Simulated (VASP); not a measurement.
Here is the system:

```xyz
1
Lattice="-1.5576 1.5576 1.5576 1.5576 -1.5576 1.5576 1.5576 1.5576 -1.5576" Properties=species:S:1:pos:R:3 pbc="T T T"
Mo     0.0000     0.0000     0.0000
```

All values below come from LDA (Ceperley-Alder, Perdew-Zunger), VASP's LDA PAW potentials (set 64) (plane waves; VASP). Settings: 500 eV cut-off, 16×16×16 Γ-centred mesh, first-order Methfessel-Paxton smearing of 0.10 eV, potentials Mo_sv.

The ions, cell shape and volume at an external pressure of 5.0 GPa are relaxed. What does this cell relax into?

```xyz
1
Lattice="-1.5492 1.5492 1.5492 1.5492 -1.5492 1.5492 1.5492 1.5492 -1.5492" Properties=species:S:1:pos:R:3 pbc="T T T"
Mo     0.0000     0.0000     0.0000
```
Space group Im-3m (229), at a tolerance of 0.03 Å.

How do energy and volume change from the first to the last step?

The energy (σ→0) changes by +3.7 meV/atom and the volume by -1.6 %, in 3 ionic steps.

The compound is Mo in the bcc structure. This run relaxes it under an external pressure of 5 GPa. Symmetry was kept, so distortions that lower it aren't found.
